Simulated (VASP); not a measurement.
# TlAuS in VASP: further runs

Runs on TlAuS. Level: PBE. Tasks: single point.

Everything below comes from runs of VASP 6.6.1. Logs are shortened: lines on timing, memory, paths and dates and some standing lists are left out, and cuts for length are marked.

## Step 1: The sheet as given

The cell holds a sheet with vacuum, 3 atoms: a = 3.861 Å, b = 3.861 Å, c = 29.791 Å, α = 90.00°, β = 90.00°, γ = 120.00°.

The cell was built by a generator and needn't be a form met in nature.

## Step 2: Single point, PBE

Input file INCAR:

```
  ALGO = Fast
  DIPOL = 0.5 0.5 0.283
  EDIFF = 1E-6
  ENCUT = 520
  GGA = PE
  IDIPOL = 3
  ISIF = 2
  ISMEAR = 0
  LASPH = T
  LCHARG = F
  LDIPOL = T
  LREAL = F
  LWAVE = F
  NBANDS = 22
  NELM = 100
  PREC = Accurate
  SIGMA = 0.01
```

Input file KPOINTS:

```
k-points
0
Gamma
  12 12 1
```

Input file POSCAR:

```
TlAuS
1.0
    3.8608509568     -0.0000000033      0.0000000000
   -1.9304254756      3.3435950104      0.0000000000
    0.0000000000      0.0000000000     29.7914575600
Tl S Au
1 1 1
Direct
    0.0000000000      0.0000000000      0.2778562176
    0.3333333333      0.6666666667      0.2317877845
    0.6666666667      0.3333333333      0.3400626591
```

Potentials or basis: VASP PAW PBE potentials, release 64 (Tl_d, S, Au).

The run is started by

```sh
cat potpaw_PBE.64/Tl_d/POTCAR potpaw_PBE.64/S/POTCAR potpaw_PBE.64/Au/POTCAR > POTCAR
mpirun -np 1 vasp_std > vasp.out
```

OUTCAR:

```text
EDIFF = 1E-6
   ENCUT = 520
   GGA = PE
   ISIF = 2
   ISMEAR = 0
   LASPH = T
   LREAL = F
   NELM = 100
   PREC = Accurate

 ion  position               nearest neighbor table
   1  0.000  0.000  0.278-   2 2.62   2 2.62   2 2.62   3 2.90   3 2.90   3 2.90
   2  0.333  0.667  0.232-   1 2.62   1 2.62   1 2.62
   3  0.667  0.333  0.340-   1 2.90   1 2.90   1 2.90

  LATTYP: Found a hexagonal cell.
 ALAT       =     3.8608509568
 C/A-ratio  =     7.7162930901

  Lattice vectors:

 A1 = (   3.8608509568,  -0.0000000033,   0.0000000000)
 A2 = (  -1.9304254756,   3.3435950104,   0.0000000000)
 A3 = (   0.0000000000,   0.0000000000,  29.7914575600)

Analysis of symmetry for initial positions (statically):
=====================================================================
 Subroutine PRICEL returns:
 Original cell was already a primitive cell.

 Routine SETGRP: Setting up the symmetry group for a
 hexagonal supercell.

 Subroutine GETGRP returns: Found  6 space group operations
 (whereof  6 operations were pure point group operations)
 out of a pool of 24 trial point group operations.

The static configuration has the point symmetry C_3v.

Analysis of symmetry for dynamics (positions and initial velocities):
=====================================================================
 Subroutine PRICEL returns:
 Original cell was already a primitive cell.

 Routine SETGRP: Setting up the symmetry group for a
 hexagonal supercell.

 Subroutine GETGRP returns: Found  6 space group operations
 (whereof  6 operations were pure point group operations)
 out of a pool of 24 trial point group operations.

The dynamic configuration has the point symmetry C_3v.

 Subroutine INISYM returns: Found  6 space group operations
 (whereof  6 operations are pure point group operations),
 and found     1 'primitive' translations

----------------------------------------------------------------------------------------

                                     Primitive cell

  volume of cell :     384.5816

  direct lattice vectors                    reciprocal lattice vectors
     3.860850957 -0.000000003  0.000000000     0.259010258  0.149539642  0.000000000
    -1.930425476  3.343595010  0.000000000     0.000000000  0.299079284  0.000000000
     0.000000000  0.000000000 29.791457560     0.000000000  0.000000000  0.033566669

  length of vectors
     3.860850957  3.860850957 29.791457560     0.299079284  0.299079284  0.033566669

  position of ions in fractional coordinates (direct lattice)
     0.000000000  0.000000000  0.277856218
     0.333333333  0.666666667  0.231787784
     0.666666667  0.333333333  0.340062659

  ion indices of the primitive-cell ions
   primitive index   ion index
                 1           1
                 2           2
                 3           3

----------------------------------------------------------------------------------------

 KPOINTS: k-points

Automatic generation of k-mesh.
 Grid dimensions read from file:
 generate k-points for:   12   12    1

 Generating k-lattice:

  Cartesian coordinates                     Fractional coordinates (reciprocal lattice)
     0.021584188  0.012461637  0.000000000     0.083333333  0.000000000  0.000000000
     0.000000000  0.024923274  0.000000000     0.000000000  0.083333333  0.000000000
     0.000000000  0.000000000  0.033566669     0.000000000  0.000000000  1.000000000

  Length of vectors
     0.024923274  0.024923274  0.033566669

  Shift w.r.t. Gamma in fractional coordinates (k-lattice)
     0.000000000  0.000000000  0.000000000

 Subroutine IBZKPT returns following result:
 ===========================================

 Found     19 irreducible k-points:

 Following reciprocal coordinates:
            Coordinates               Weight
  0.000000  0.000000  0.000000      1.000000
  0.083333  0.000000  0.000000      6.000000
  0.166667  0.000000  0.000000      6.000000
  0.250000 -0.000000  0.000000      6.000000
  0.333333  0.000000  0.000000      6.000000
  0.416667  0.000000  0.000000      6.000000
[... 11 lines left out ...]
  0.333333  0.250000  0.000000     12.000000
  0.333333  0.333333  0.000000      2.000000
   k-points           NKPTS =     19   k-points in BZ     NKDIM =     19   number of bands    NBANDS=     22
   number of dos      NEDOS =    301   number of ions     NIONS =      3
   total plane-waves  NPLWV = 201600
   dimension x,y,z NGX =    30 NGY =   30 NGZ =  224
   dimension x,y,z NGXF=    60 NGYF=   60 NGZF=  448
   ions per type =               1   1   1
   NGX,Y,Z   is equivalent  to a cutoff of  12.92, 12.92, 12.50 a.u.
   NGXF,Y,Z  is equivalent  to a cutoff of  25.84, 25.84, 25.00 a.u.
 SYSTEM =  unknown system
   PREC   = accura    normal or accurate (medium, high low for compatibility)
   ISTART =      0    job   : 0-new  1-cont  2-samecut
   ICHARG =      2    charge: 1-file 2-atom 10-const
   ISPIN  =      1    spin polarized calculation?
   LNONCOLLINEAR =      F non collinear calculations
   LSORBIT =      F    spin-orbit coupling
   LASPH  =      T    aspherical Exc in radial PAW
   ENCUT  =  520.0 eV  38.22 Ry    6.18 a.u.   7.18  7.18 55.39*2*pi/ulx,y,z
   NELM   =    100;   NELMIN=  2; NELMDL= -5     # of ELM steps
   EDIFF  = 0.1E-05   stopping-criterion for ELM
   LREAL  =      F    real-space projection
   EDIFFG = 0.1E-04   stopping-criterion for IOM
   NSW    =      0    number of steps for IOM
   IBRION =     -1    ionic relax: 0-MD 1-quasi-New 2-CG
   NFREE  =      0    steps in history (QN), initial steepest desc. (CG)
   ISIF   =      2    stress and relaxation
   ISYM   =      2    0-nonsym 1-usesym 2-fastsym
   POTIM  = 0.5000    time-step for ionic-motion
   TEBEG  =    0.0;   TEEND  =   0.0 temperature during run
   PSTRESS=    0.0 pullay stress
   NELECT =      30.0000    total number of electrons
   NUPDOWN=      -1.0000    fix difference up-down
   EMIN   =  10.00;   EMAX   =-10.00  energy-range for DOS
   EFERMI =   0.00;   METHOD = LEGACY
   ISMEAR =     0;   SIGMA  =   0.01  broadening in eV -4-tet -1-fermi 0-gaus
   EFERMI_NEDOS =   21; number of points for ismear=-14 and -15
   IALGO  =     68    algorithm
   IMIX   =      4    mixing-type and parameters
     AMIX     =   0.40;   BMIX     =  1.00
     AMIX_MAG =   1.60;   BMIX_MAG =  1.00
  volume/ion in A,a.u.               =     128.19       865.09
  Fermi-wavevector in a.u.,A,eV,Ry     =   0.699497  1.321857  6.657274  0.489296
  Thomas-Fermi vector in A             =   1.783392
   LORBIT       =      0    0 simple, 1 ext, 2 COOP (PROOUT), +10 PAW based schemes
   GGA     = PE    functional components
   LHFCALC =     F    Hartree Fock is set to
   AEXX    =    0.0000 exact exchange contribution
   IVDW    =     0    specifies the selected vdW correction
   LEPSILON=     F    determine dielectric tensor
   LRPA    =     F    only Hartree local field effects (RPA)
 non-spin polarized calculation
 RMM-DIIS sequential band-by-band and
 Gauss-broadening in eV      SIGMA  =   0.01
  energy-cutoff  :      520.00
  volume of cell :      384.58
 maximum number of plane-waves:     10425
 NGX is ok and might be reduce to    30
   NGX = 15   NGY = 15   NGZ =111

 number of electron      29.9999993 magnetization

 dipolmoment           0.000000      0.000000     -0.086395 electrons x Angstroem

 Free energy of the ion-electron system (eV)
  ---------------------------------------------------
  ext. energy  EPLUGINS =         0.00000000
  ---------------------------------------------------
  free energy    TOTEN  =        -8.52975648 eV

  energy without entropy =       -8.52975648  energy(sigma->0) =       -8.52975648

 E-fermi :  -3.5200     XC(G=0):  -2.3346

 val. band max:       -3.5866462887   @ k =   0.3333   0.3333   0.0000
 cond. band min:      -3.3050517197   @ k =   0.3333   0.3333   0.0000
 fundamental gap:      0.2815945689
 Fermi energy:        -3.5200441115

 k-point     1 :       0.0000    0.0000    0.0000
  band No.  band energies     occupation
      1     -16.2956      2.00000
      2     -14.6664      2.00000
      3     -14.6664      2.00000
      4     -14.4743      2.00000
      5     -14.4046      2.00000
      6     -14.4046      2.00000
[... 14 lines left out ...]
     21       2.7173      0.00000
     22       2.9565      0.00000

 k-point     2 :       0.0833    0.0000    0.0000
  band No.  band energies     occupation
      1     -16.2765      2.00000
      2     -14.6551      2.00000
      3     -14.6438      2.00000
      4     -14.4645      2.00000
      5     -14.4020      2.00000
      6     -14.4011      2.00000
[... 14 lines left out ...]
     21       2.4557      0.00000
     22       2.8602      0.00000

 k-point     3 :       0.1667    0.0000    0.0000
  band No.  band energies     occupation
      1     -16.2314      2.00000
      2     -14.6275      2.00000
      3     -14.5772      2.00000
      4     -14.4526      2.00000
      5     -14.3909      2.00000
      6     -14.3621      2.00000
[... 14 lines left out ...]
     21       2.5634      0.00000
     22       2.8945      0.00000
[... 351 lines left out ...]
 k-point    18 :       0.3333    0.2500    0.0000
  band No.  band energies     occupation
      1     -16.1257      2.00000
      2     -14.6363      2.00000
      3     -14.4572      2.00000
      4     -14.3735      2.00000
      5     -14.3286      2.00000
      6     -13.4198      2.00000
[... 14 lines left out ...]
     21       4.2570      0.00000
     22       4.8433      0.00000

 k-point    19 :       0.3333    0.3333    0.0000
  band No.  band energies     occupation
      1     -16.1213      2.00000
      2     -14.6452      2.00000
      3     -14.4137      2.00000
      4     -14.3974      2.00000
      5     -14.3420      2.00000
      6     -13.3530      2.00000
[... 14 lines left out ...]
     21       4.4304      0.00000
     22       4.9679      0.00000

------------------------ aborting loop because EDIFF is reached ----------------------------------------

 vacuum level on the upper side and lower side of the slab       (xc-potential included)        -0.601         0.588

  FORCE on cell =-STRESS in cart. coord.  units (eV):
  Direction    XX          YY          ZZ          XY          YZ          ZX
  --------------------------------------------------------------------------------------
  -------------------------------------------------------------------------------------
  Total       -0.0370659     -0.0370659     -0.0475861      0.0000000      0.0000000      0.0000000
  in kB       -0.1544176     -0.1544176     -0.1982449      0.0000000      0.0000000      0.0000000
  external PRESSURE =      -0.1690267 kB  Pullay stress =       0.0000000 kB

 VOLUME and BASIS-vectors are now :
 -----------------------------------------------------------------------------
  energy-cutoff  :      520.00
  volume of cell :      384.58
      direct lattice vectors                 reciprocal lattice vectors
     3.860850957 -0.000000003  0.000000000     0.259010258  0.149539642  0.000000000
    -1.930425476  3.343595010  0.000000000     0.000000000  0.299079284  0.000000000
     0.000000000  0.000000000 29.791457560     0.000000000  0.000000000  0.033566669

 POSITION                                       TOTAL-FORCE (eV/Angst)
 -----------------------------------------------------------------------------------
      0.00000      0.00000      8.27774         0.000000      0.000000     -0.009404
      0.00000      2.22906      6.90530        -0.000000     -0.000000      0.009518
      1.93043      1.11453     10.13096         0.000000      0.000000     -0.000114
 -----------------------------------------------------------------------------------
    total drift:                                0.000000      0.000000     -0.000142

  FREE ENERGIE OF THE ION-ELECTRON SYSTEM (eV)
  ---------------------------------------------------
  free  energy   TOTEN  =        -8.5297564805 eV

  energy  without entropy=       -8.5297564805  energy(sigma->0) =       -8.52975648

 vacuum level on the upper side and lower side of the slab         1.345         2.556
```

It took 3.7 min on 1 thread of Intel Xeon Platinum 8488C (Sapphire Rapids), shared host; peak memory 0.59 GiB.

Results:

```yaml
Free_energy: -8.5298 eV
Largest_force: 0.010 eV/Å
Band_gap_on_the_k_mesh: 0.28 eV, direct
```

Forces on the atoms (eV/Å):
```
Tl   0.000  0.000 -0.009
S    0.000  0.000  0.010
Au   0.000  0.000  0.000
```

Levels at points of the mesh, in eV from the valence-band top:
```tsv
k point	band 13	band 14	band 15	band 16	band 17	band 18
(0.00, 0.00, 0.00)	-1.78	-0.48	-0.48	0.75	3.59	5.00
(0.50, 0.00, 0.00)	-1.92	-1.23	-0.79	0.39	3.19	3.83
```

Caveat: spin-orbit coupling is left out, which as a rule narrows the gap of such compounds by several tenths of an eV.

## Step 3: Single point, PBE

Input file INCAR:

```
  PREC = Accurate
  ENCUT = 520
  EDIFF = 1E-6
  ISMEAR = 0
  SIGMA = 0.01
  LREAL = False
  LASPH = True
  NELM = 100
  ALGO = Fast
  ISIF = 2
  LWAVE = False
  LCHARG = False
  LDIPOL = True
  IDIPOL = 3
  DIPOL = 0.5 0.5 0.283
  GGA = PE
  NBANDS = 22
```

Input file KPOINTS:

```
Automatic mesh
0
Gamma
  12 12 1
```

Input file POSCAR:

```
TlAuS
1.0
    3.8595752996     -0.0000000033      0.0000000000
   -1.9297876470      3.3424902589      0.0000000000
    0.0000000000      0.0000000000     29.7914575600
Tl S Au
1 1 1
Direct
    0.0000000000      0.0000000000      0.2778465657
    0.3333333333      0.6666666667      0.2317842180
    0.6666666667      0.3333333333      0.3400758776
```

Potentials or basis: VASP PAW PBE potentials, release 64 (Tl_d, S, Au).

The run is started by

```sh
cat potpaw_PBE.64/Tl_d/POTCAR potpaw_PBE.64/S/POTCAR potpaw_PBE.64/Au/POTCAR > POTCAR
mpirun -np 1 vasp_std > vasp.out
```

Wall time 3.5 min (1 thread of Intel Xeon Platinum 8488C (Sapphire Rapids), shared host); peak memory 0.59 GiB.

Results (log left out):

| Property | Result |
| --- | --- |
| Free energy | -8.5297 eV |
| Largest force | 0.005 eV/Å |
| Band gap on the k mesh | 0.28 eV, direct |

Forces on the atoms (eV/Å):
```
Tl   0.000  0.000 -0.005
S    0.000  0.000  0.004
Au   0.000  0.000  0.001
```

Levels at points of the mesh, in eV from the valence-band top:
| k point | band 11 | band 12 | band 13 | band 14 | band 15 | band 16 | band 17 | band 18 | band 19 | band 20 |
| --- | --- | --- | --- | --- | --- | --- | --- | --- | --- | --- |
| (0.00, 0.00, 0.00) | -2.64 | -2.64 | -1.78 | -0.48 | -0.48 | 0.75 | 3.58 | 5.00 | 5.47 | 5.81 |
| (0.50, 0.00, 0.00) | -2.71 | -2.36 | -1.92 | -1.23 | -0.79 | 0.39 | 3.18 | 3.83 | 5.67 | 7.15 |

Caveat: spin-orbit coupling is left out, which as a rule narrows the gap of such compounds by several tenths of an eV. A hybrid or GW would open this gap; PBE tends to underestimate it.
